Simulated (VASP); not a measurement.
An input for Quantum ESPRESSO's pw.x (written as the equivalent of a VASP run, and not itself run):

```
&CONTROL
  calculation = 'vc-relax'
  pseudo_dir = './pseudo'
  outdir = './out'
  tprnfor = .true.
  tstress = .true.
  nstep = 60
  forc_conv_thr = 0.00039
/
&SYSTEM
  ibrav = 0
  nat = 2
  ntyp = 2
  ecutwfc = 88
  occupations = 'smearing'
  smearing = 'gaussian'
  degauss = 0.003675
  input_dft = 'pbe'
  vdw_corr = 'grimme-d3'
  dftd3_version = 4
  dftd3_threebody = .false.
/
&ELECTRONS
  conv_thr = 7.3e-08
  electron_maxstep = 100
/
&IONS
/
&CELL
/
ATOMIC_SPECIES
  Be 9.012 Be.upf
  Se 78.971 Se.upf
CELL_PARAMETERS angstrom
     0.0000000    2.5700000    2.5700000
     2.5700000    0.0000000    2.5700000
     2.5700000    2.5700000    0.0000000
ATOMIC_POSITIONS crystal
  Be   0.0000000  0.0000000  0.0000000
  Se   0.2500000  0.2500000  0.2500000
K_POINTS automatic
  8 8 8 0 0 0
```

Problem. Write the VASP files for the same calculation (PBE-D3(BJ)).

Solution. This is not unique; one that fits is 
File POSCAR:
```
BeSe
1
    0.0000000000     2.5700000000     2.5700000000
    2.5700000000     0.0000000000     2.5700000000
    2.5700000000     2.5700000000     0.0000000000
Be Se
1 1
Direct
  0.0000000000   0.0000000000   0.0000000000
  0.2500000000   0.2500000000   0.2500000000
```

**INCAR**
```
SYSTEM = BeSe
PREC = Accurate
ENCUT = 520
EDIFF = 1E-6
NELM = 100
ALGO = Normal
LREAL = .FALSE.
LASPH = .TRUE.
ISMEAR = 0
SIGMA = 0.05
GGA = PE
IVDW = 12
LMAXMIX = 4
LWAVE = .FALSE.
LCHARG = .FALSE.
IBRION = 2
ISIF = 3
NSW = 60
EDIFFG = -0.01
```

File KPOINTS:
```
Automatic mesh
0
Gamma
8 8 8
0 0 0
```

POTCAR, in this order: Be Se (PBE.64 set). Program: vasp_std.

Limits of the translation: the potentials are each code's own (VASP's PAW set, PseudoDojo norm-conserving files in pw.x), so ENCUT and ecutwfc are chosen apart and not converted; conv_thr bounds pw.x's estimated SCF error, while EDIFF bounds the energy change between steps; forc_conv_thr acts on force components and is met together with etot_conv_thr.

The compound is BeSe in the zinc blende structure. This run relaxes it. Symmetry was kept, so distortions that lower it aren't found.
